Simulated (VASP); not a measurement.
Given:

```
CELL_PARAMETERS angstrom
      0.00000     3.14422     3.14422
      3.14422     0.00000     3.14422
      3.14422     3.14422     0.00000
ATOMIC_POSITIONS crystal
  Ba 0.00000 0.00000 0.00000
  F  0.25000 0.25000 0.25000
  F  0.75000 0.75000 0.75000
```

These are PBE GGA, VASP's PBE PAW potentials (set 64) (plane waves; VASP 6.6.1) values and carry that method's errors. Run with 520 eV cut-off, 6×6×6 Γ-centred mesh, Gaussian smearing of 0.050 eV, potentials Ba_sv F.

**Question.** Estimate the energy per atom (σ→0).

**Answer.** 
- energy per atom (σ→0) = -5.710 eV/atom

Total energies compare only between runs with the same potentials, cut-off and functional.

The compound is BaF2 in the fluorite structure. It was relaxed first. The start is the result of an earlier pass.
